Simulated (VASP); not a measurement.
# Mg2CdS3 (Cmc2_1) in VASP: a series of runs

The runs below take Mg2CdS3 through equation of state, with PBE.

Everything below comes from runs of VASP 6.6.1. Logs are shortened: lines on timing, memory, paths and dates and some standing lists are left out, and cuts for length are marked.

### 1 The structure

Symmetry: Cmc2_1, No. 36, orthorhombic system. The conventional cell has a = 12.281 Å, b = 7.090 Å, c = 6.622 Å, α = 90.00°, β = 90.00°, γ = 90.00°. Around Mg (site symmetry 1) lie 4 S at 2.46 to 2.47 Å. Cd (site symmetry m) has 4 S at 2.57 to 2.58 Å as nearest neighbours. S (site symmetry m) has 2 Mg at 2.46 Å and 2 Cd at 2.57 to 2.58 Å as nearest neighbours. S (site symmetry 1) has 3 Mg at 2.46 to 2.47 Å and 1 Cd at 2.57 Å as nearest neighbours.

The cell was built by a generator and needn't be a form met in nature.

### 2 Equation of state, PBE, 24.02 Å³/atom

INCAR reads:

```
  PREC = Accurate
  ENCUT = 520
  EDIFF = 1E-6
  ISMEAR = 0
  SIGMA = 0.03
  LREAL = False
  LASPH = True
  NELM = 100
  ALGO = Normal
  ISIF = 4
  LWAVE = False
  LCHARG = False
  GGA = PE
  IBRION = 2
  NSW = 30
  EDIFFG = -0.02
  KPAR = 4
```

KPOINTS reads:

```
regular mesh
0
Gamma
  4 4 4
```

POSCAR reads:

```
Mg2CdS3
1.0
    6.1404000000     -3.5447800000      0.0000000000
    6.1404000000      3.5447800000      0.0000000000
    0.0000000000      0.0000000000      6.6219800000
Mg Cd S
4 2 6
Direct
    0.4974250000      0.1663440000      0.9985650000
    0.5025750000      0.8336560000      0.4985650000
    0.1663440000      0.4974250000      0.4985650000
    0.8336560000      0.5025750000      0.9985650000
    0.1702330000      0.8297670000      0.9979610000
    0.8297670000      0.1702330000      0.4979610000
    0.1769970000      0.8230030000      0.3870930000
    0.4887590000      0.1668180000      0.3714450000
    0.5112410000      0.8331820000      0.8714450000
    0.8230030000      0.1769970000      0.8870930000
    0.1668180000      0.4887590000      0.8714450000
    0.8331820000      0.5112410000      0.3714450000
```

Potentials or basis: VASP PAW PBE potentials, release 64 (Mg, Cd, S).

Started as:

```
cat potpaw_PBE.64/Mg/POTCAR potpaw_PBE.64/Cd/POTCAR potpaw_PBE.64/S/POTCAR > POTCAR
mpirun -np 4 vasp_std > vasp.out
```

OUTCAR:

```text
PREC = Accurate
   ENCUT = 520
   EDIFF = 1E-6
   ISMEAR = 0
   LREAL = False
   LASPH = True
   NELM = 100
   ISIF = 4
   GGA = PE
   IBRION = 2
   NSW = 30
   EDIFFG = -0.02

 ion  position               nearest neighbor table
   1  0.497  0.166  0.999-  10 2.46   9 2.46  11 2.46   8 2.47
   2  0.503  0.834  0.499-   7 2.46   8 2.46  12 2.46   9 2.47
   3  0.166  0.497  0.499-   7 2.46  12 2.46   8 2.46  11 2.47
   4  0.834  0.503  0.999-  10 2.46  11 2.46   9 2.46  12 2.47
   5  0.170  0.830  0.998-  10 2.57   9 2.57  11 2.57   7 2.58
   6  0.830  0.170  0.498-   7 2.57   8 2.57  12 2.57  10 2.58
   7  0.177  0.823  0.387-   2 2.46   3 2.46   6 2.57   5 2.58
   8  0.489  0.167  0.371-   2 2.46   3 2.46   1 2.47   6 2.57
   9  0.511  0.833  0.871-   1 2.46   4 2.46   2 2.47   5 2.57
  10  0.823  0.177  0.887-   1 2.46   4 2.46   5 2.57   6 2.58
  11  0.167  0.489  0.871-   4 2.46   1 2.46   3 2.47   5 2.57
  12  0.833  0.511  0.371-   3 2.46   2 2.46   4 2.47   6 2.57

  LATTYP: Found a base centered orthorhombic cell.
 ALAT       =     7.0895600000
 B/A-ratio  =     1.7322372616
 C/A-ratio  =     0.9340466827

  Lattice vectors:

 A1 = (  -6.1404000000,  -3.5447800000,   0.0000000000)
 A2 = (   6.1404000000,  -3.5447800000,   0.0000000000)
 A3 = (   0.0000000000,   0.0000000000,   6.6219800000)

Analysis of symmetry for initial positions (statically):
=====================================================================
 Subroutine PRICEL returns:
 Original cell was already a primitive cell.

 Routine SETGRP: Setting up the symmetry group for a
 base centered orthorhombic supercell.

 Subroutine GETGRP returns: Found  4 space group operations
 (whereof  2 operations were pure point group operations)
 out of a pool of  8 trial point group operations.

The static configuration has the point symmetry C_1h.
 The point group associated with its full space group is C_2v.

Analysis of symmetry for dynamics (positions and initial velocities):
=====================================================================
 Subroutine PRICEL returns:
 Original cell was already a primitive cell.

 Routine SETGRP: Setting up the symmetry group for a
 base centered orthorhombic supercell.

 Subroutine GETGRP returns: Found  4 space group operations
 (whereof  2 operations were pure point group operations)
 out of a pool of  8 trial point group operations.

The dynamic configuration has the point symmetry C_1h.
 The point group associated with its full space group is C_2v.

[... 130 lines left out ...]
   EFERMI_NEDOS =   21; number of points for ismear=-14 and -15
   IALGO  =     38    algorithm
   IMIX   =      4    mixing-type and parameters
     AMIX     =   0.40;   BMIX     =  1.00
     AMIX_MAG =   1.60;   BMIX_MAG =  1.00
  volume/ion in A,a.u.               =      24.02       162.11
  Fermi-wavevector in a.u.,A,eV,Ry     =   1.011525  1.911505 13.921242  1.023182
  Thomas-Fermi vector in A             =   2.144580
   LORBIT       =      0    0 simple, 1 ext, 2 COOP (PROOUT), +10 PAW based schemes
   GGA     = PE    functional components
   LHFCALC =     F    Hartree Fock is set to
   AEXX    =    0.0000 exact exchange contribution
   IVDW    =     0    specifies the selected vdW correction
   LEPSILON=     F    determine dielectric tensor
   LRPA    =     F    only Hartree local field effects (RPA)
 conjugate gradient relaxation of ions
 non-spin polarized calculation
 Gauss-broadening in eV      SIGMA  =   0.03
  energy-cutoff  :      520.00
  volume of cell :      288.27
 maximum number of plane-waves:      7812
 NGX is ok and might be reduce to    54
   NGX = 27   NGY = 27   NGZ = 25

 number of electron      68.0000004 magnetization

 Free energy of the ion-electron system (eV)
  ---------------------------------------------------
  ext. energy  EPLUGINS =         0.00000000
  ---------------------------------------------------
  free energy    TOTEN  =       -46.25217633 eV

  energy without entropy =      -46.25217633  energy(sigma->0) =      -46.25217633

 E-fermi :   1.0895     XC(G=0):  -8.5448

 val. band max:        0.9426959124   @ k =   0.0000   0.0000   0.0000
 cond. band min:       3.5035311745   @ k =   0.0000   0.0000   0.0000
 fundamental gap:      2.5608352621
 Fermi energy:         1.0894707005

 k-point     1 :       0.0000    0.0000    0.0000
  band No.  band energies     occupation
      1     -10.5742      2.00000
      2     -10.0517      2.00000
      3      -9.9236      2.00000
      4      -9.8746      2.00000
      5      -9.8506      2.00000
      6      -9.8484      2.00000
[... 913 lines left out ...]
     40       6.3044      0.00000
     41       6.6677      0.00000

------------------------ aborting loop because EDIFF is reached ----------------------------------------

  FORCE on cell =-STRESS in cart. coord.  units (eV):
  Direction    XX          YY          ZZ          XY          YZ          ZX
  --------------------------------------------------------------------------------------
  -------------------------------------------------------------------------------------
  Total        0.0138834     -0.0229612     -0.0205295      0.0000000      0.0000000      0.0000000
  in kB        0.0771617     -0.1276151     -0.1140998      0.0000000      0.0000000      0.0000000
  external PRESSURE =      -0.0548511 kB  Pullay stress =       0.0000000 kB

 VOLUME and BASIS-vectors are now :
 -----------------------------------------------------------------------------
  energy-cutoff  :      520.00
  volume of cell :      288.27
      direct lattice vectors                 reciprocal lattice vectors
     6.140400000 -3.544780000  0.000000000     0.081427920 -0.141052477  0.000000000
     6.140400000  3.544780000  0.000000000     0.081427920  0.141052477  0.000000000
     0.000000000  0.000000000  6.621980000     0.000000000  0.000000000  0.151012235

 POSITION                                       TOTAL-FORCE (eV/Angst)
 -----------------------------------------------------------------------------------
      4.07581     -1.17361      6.61248        -0.003420      0.002341      0.000820
      8.20499      1.17361      3.30149         0.003420     -0.002341      0.000820
      4.07581      1.17361      3.30149        -0.003420     -0.002341      0.000820
      8.20499     -1.17361      6.61248         0.003420      0.002341      0.000820
      6.14040      2.33790      6.60848         0.000000     -0.003376      0.001023
      6.14040     -2.33790      3.29749         0.000000      0.003376      0.001023
      6.14040      2.28995      2.56332         0.000000      0.004102     -0.000332
      4.02551     -1.14121      2.45970         0.000267      0.004074     -0.001165
      8.25529      1.14121      5.77069        -0.000267     -0.004074     -0.001165
      6.14040     -2.28995      5.87431         0.000000     -0.004102     -0.000332
      4.02551      1.14121      5.77069         0.000267     -0.004074     -0.001165
      8.25529     -1.14121      2.45970        -0.000267      0.004074     -0.001165
 -----------------------------------------------------------------------------------
    total drift:                                0.000001     -0.000000      0.001176

  FREE ENERGIE OF THE ION-ELECTRON SYSTEM (eV)
  ---------------------------------------------------
  free  energy   TOTEN  =       -46.2521763275 eV

  energy  without entropy=      -46.2521763275  energy(sigma->0) =      -46.25217633

 reached required accuracy - stopping structural energy minimisation
```

OSZICAR:

```text
N       E                     dE             d eps       ncg     rms          rms(c)
DAV:   1     0.398998015135E+03    0.39900E+03   -0.29035E+04  1722   0.141E+03
DAV:   2    -0.153510283072E+02   -0.41435E+03   -0.40383E+03  2167   0.287E+02
DAV:   3    -0.490871241795E+02   -0.33736E+02   -0.33627E+02  2051   0.813E+01
DAV:   4    -0.496536571233E+02   -0.56653E+00   -0.56560E+00  2067   0.116E+01
DAV:   5    -0.496670842879E+02   -0.13427E-01   -0.13422E-01  2060   0.177E+00    0.126E+01
DAV:   6    -0.463485999870E+02    0.33185E+01   -0.81046E+00  2085   0.180E+01    0.108E+01
DAV:   7    -0.462176661083E+02    0.13093E+00   -0.24205E+00  2036   0.639E+00    0.655E+00
DAV:   8    -0.462536637254E+02   -0.35998E-01   -0.25141E-01  1984   0.372E+00    0.967E-01
DAV:   9    -0.462486922024E+02    0.49715E-02   -0.69816E-02  2064   0.217E+00    0.315E-01
DAV:  10    -0.462510203017E+02   -0.23281E-02   -0.68022E-03  1977   0.576E-01    0.223E-01
DAV:  11    -0.462520039176E+02   -0.98362E-03   -0.13779E-03  2000   0.160E-01    0.123E-01
DAV:  12    -0.462520967864E+02   -0.92869E-04   -0.23559E-04  2044   0.678E-02    0.559E-02
DAV:  13    -0.462521733718E+02   -0.76585E-04   -0.10694E-04  1895   0.418E-02    0.122E-02
DAV:  14    -0.462521747726E+02   -0.14009E-05   -0.10511E-05  2156   0.228E-02    0.425E-03
DAV:  15    -0.462521763502E+02   -0.15775E-05   -0.39118E-06  1615   0.107E-02    0.339E-03
DAV:  16    -0.462521763275E+02    0.22725E-07   -0.26543E-07  1230   0.428E-03
   1 F= -.46252176E+02 E0= -.46252176E+02  d E =-.462522E+02
```

CONTCAR:

```text
Mg2CdS3
   1.00000000000000
     6.1403999999999996   -3.5447799999999998    0.0000000000000000
     6.1403999999999996    3.5447799999999998    0.0000000000000000
     0.0000000000000000    0.0000000000000000    6.6219799999999998
  Mg              Cd              S
     4     2     6
Direct
     0.4974249999999998    0.1663440000000023    0.9985649999999993
     0.5025750000000002    0.8336559999999977    0.4985649999999993
     0.1663440000000023    0.4974249999999998    0.4985649999999993
     0.8336559999999977    0.5025750000000002    0.9985649999999993
     0.1702330000000032    0.8297669999999968    0.9979609999999965
     0.8297669999999968    0.1702330000000032    0.4979609999999965
     0.1769970000000001    0.8230029999999999    0.3870930000000001
     0.4887590000000017    0.1668179999999992    0.3714450000000014
     0.5112409999999983    0.8331820000000008    0.8714450000000014
     0.8230029999999999    0.1769970000000001    0.8870930000000001
     0.1668179999999992    0.4887590000000017    0.8714450000000014
     0.8331820000000008    0.5112409999999983    0.3714450000000014

  0.00000000E+00  0.00000000E+00  0.00000000E+00
  0.00000000E+00  0.00000000E+00  0.00000000E+00
  0.00000000E+00  0.00000000E+00  0.00000000E+00
  0.00000000E+00  0.00000000E+00  0.00000000E+00
  0.00000000E+00  0.00000000E+00  0.00000000E+00
  0.00000000E+00  0.00000000E+00  0.00000000E+00
  0.00000000E+00  0.00000000E+00  0.00000000E+00
  0.00000000E+00  0.00000000E+00  0.00000000E+00
  0.00000000E+00  0.00000000E+00  0.00000000E+00
  0.00000000E+00  0.00000000E+00  0.00000000E+00
  0.00000000E+00  0.00000000E+00  0.00000000E+00
  0.00000000E+00  0.00000000E+00  0.00000000E+00
```

Wall time 2.8 min (4 MPI ranks of Intel Xeon Platinum 8488C (Sapphire Rapids), shared host); peak memory 0.5 GiB.

Results:

```
Free energy            : -46.2522 eV
Pressure               : 0.0 GPa
Largest force          : 0.004 eV/Å
Band gap on the k mesh : 2.56 eV, direct
```

### 3 Equation of state, PBE, 23.30 Å³/atom (volume scaled by 0.97)

INCAR is that of step 2.

KPOINTS is that of step 2.

POSCAR: that of step 2 with these lines changed.

```diff
@@ -2,5 +2,5 @@
 1.0
-    6.1404000000     -3.5447800000      0.0000000000
-    6.1404000000      3.5447800000      0.0000000000
-    0.0000000000      0.0000000000      6.6219800000
+    6.0783715167     -3.5089716932      0.0000000000
+    6.0783715167      3.5089716932      0.0000000000
+    0.0000000000      0.0000000000      6.5550867397
 Mg Cd S
```

Potentials or basis: VASP PAW PBE potentials, release 64 (Mg, Cd, S).

Started as:

```
cat potpaw_PBE.64/Mg/POTCAR potpaw_PBE.64/Cd/POTCAR potpaw_PBE.64/S/POTCAR > POTCAR
mpirun -np 4 vasp_std > vasp.out
```

It took 2.8 min on 4 MPI ranks of Intel Xeon Platinum 8488C (Sapphire Rapids), shared host; peak memory 0.51 GiB.

The run converged. Its results:

```yaml
Free_energy: -46.2042 eV
Pressure: 1.8 GPa
Largest_force: 0.016 eV/Å
Band_gap_on_the_k_mesh: 2.68 eV, direct
```

### 4 Equation of state, PBE, 24.74 Å³/atom (volume scaled by 1.03)

INCAR is that of step 3.

KPOINTS is that of step 3.

POSCAR: that of step 3 with these lines changed.

```diff
@@ -2,5 +2,5 @@
 1.0
-    6.0783715167     -3.5089716932      0.0000000000
-    6.0783715167      3.5089716932      0.0000000000
-    0.0000000000      0.0000000000      6.5550867397
+    6.2011999937     -3.5798791143      0.0000000000
+    6.2011999937      3.5798791143      0.0000000000
+    0.0000000000      0.0000000000      6.6875484226
 Mg Cd S
```

Started as:

```
cat potpaw_PBE.64/Mg/POTCAR potpaw_PBE.64/Cd/POTCAR potpaw_PBE.64/S/POTCAR > POTCAR
mpirun -np 4 vasp_std > vasp.out
```

It took 2.7 min on 4 MPI ranks of Intel Xeon Platinum 8488C (Sapphire Rapids), shared host; peak memory 0.51 GiB.

It converged, with:

- Free energy: -46.2109 eV
- Pressure: -1.5 GPa
- Largest force: 0.015 eV/Å
- Band gap on the k mesh: 2.44 eV, direct

### 5 Equation of state, PBE, 22.58 Å³/atom (volume scaled by 0.94)

INCAR is that of step 4.

KPOINTS is that of step 4.

POSCAR: that of step 4 with these lines changed.

```diff
@@ -2,5 +2,5 @@
 1.0
-    6.2011999937     -3.5798791143      0.0000000000
-    6.2011999937      3.5798791143      0.0000000000
-    0.0000000000      0.0000000000      6.6875484226
+    6.0150505420     -3.4724172465      0.0000000000
+    6.0150505420      3.4724172465      0.0000000000
+    0.0000000000      0.0000000000      6.4867996202
 Mg Cd S
```

Started as:

```
cat potpaw_PBE.64/Mg/POTCAR potpaw_PBE.64/Cd/POTCAR potpaw_PBE.64/S/POTCAR > POTCAR
mpirun -np 4 vasp_std > vasp.out
```

It took 3.3 min on 4 MPI ranks of Intel Xeon Platinum 8488C (Sapphire Rapids), shared host; peak memory 0.53 GiB.

It converged, with:

* Free energy: -46.0522 eV
* Pressure: 3.9 GPa
* Largest force: 0.019 eV/Å
* Band gap on the k mesh: 2.81 eV, direct

### 6 Equation of state, PBE, 25.46 Å³/atom (volume scaled by 1.06)

INCAR is that of step 5.

KPOINTS is that of step 5.

POSCAR: that of step 5 with these lines changed.

```diff
@@ -2,5 +2,5 @@
 1.0
-    6.0150505420     -3.4724172465      0.0000000000
-    6.0150505420      3.4724172465      0.0000000000
-    0.0000000000      0.0000000000      6.4867996202
+    6.2608305748     -3.6143031407      0.0000000000
+    6.2608305748      3.6143031407      0.0000000000
+    0.0000000000      0.0000000000      6.7518557178
 Mg Cd S
```

Potentials or basis: VASP PAW PBE potentials, release 64 (Mg, Cd, S).

Started as:

```
cat potpaw_PBE.64/Mg/POTCAR potpaw_PBE.64/Cd/POTCAR potpaw_PBE.64/S/POTCAR > POTCAR
mpirun -np 4 vasp_std > vasp.out
```

It took 3.7 min on 4 MPI ranks of Intel Xeon Platinum 8488C (Sapphire Rapids), shared host; peak memory 0.53 GiB.

The run converged. Its results:

| Property | Result |
| --- | --- |
| Free energy | -46.0937 eV |
| Pressure | -2.8 GPa |
| Largest force | 0.009 eV/Å |
| Band gap on the k mesh | 2.33 eV, direct |

### 7 Equation of state, PBE, 21.86 Å³/atom (volume scaled by 0.91)

INCAR is that of step 6.

KPOINTS is that of step 6.

POSCAR: that of step 6 with these lines changed.

```diff
@@ -2,5 +2,5 @@
 1.0
-    6.2608305748     -3.6143031407      0.0000000000
-    6.2608305748      3.6143031407      0.0000000000
-    0.0000000000      0.0000000000      6.7518557178
+    5.9503675661     -3.4350765326      0.0000000000
+    5.9503675661      3.4350765326      0.0000000000
+    0.0000000000      0.0000000000      6.4170436804
 Mg Cd S
```

Started as:

```
cat potpaw_PBE.64/Mg/POTCAR potpaw_PBE.64/Cd/POTCAR potpaw_PBE.64/S/POTCAR > POTCAR
mpirun -np 4 vasp_std > vasp.out
```

Wall time 3.9 min (4 MPI ranks of Intel Xeon Platinum 8488C (Sapphire Rapids), shared host); peak memory 0.52 GiB.

Results (log left out):

```
Free energy            : -45.7781 eV
Pressure               : 6.3 GPa
Largest force          : 0.013 eV/Å
Band gap on the k mesh : 2.95 eV, direct
```

### 8 Equation of state, PBE, 26.18 Å³/atom (volume scaled by 1.09)

INCAR is that of step 7.

KPOINTS is that of step 7.

POSCAR: that of step 7 with these lines changed.

```diff
@@ -2,5 +2,5 @@
 1.0
-    5.9503675661     -3.4350765326      0.0000000000
-    5.9503675661      3.4350765326      0.0000000000
-    0.0000000000      0.0000000000      6.4170436804
+    6.3193464017     -3.6480836327      0.0000000000
+    6.3193464017      3.6480836327      0.0000000000
+    0.0000000000      0.0000000000      6.8149608308
 Mg Cd S
```

Started as:

```
cat potpaw_PBE.64/Mg/POTCAR potpaw_PBE.64/Cd/POTCAR potpaw_PBE.64/S/POTCAR > POTCAR
mpirun -np 4 vasp_std > vasp.out
```

It took 3.7 min on 4 MPI ranks of Intel Xeon Platinum 8488C (Sapphire Rapids), shared host; peak memory 0.58 GiB.

It converged, with:

```
Free energy            : -45.9114 eV
Pressure               : -3.9 GPa
Largest force          : 0.011 eV/Å
Band gap on the k mesh : 2.23 eV, direct
```
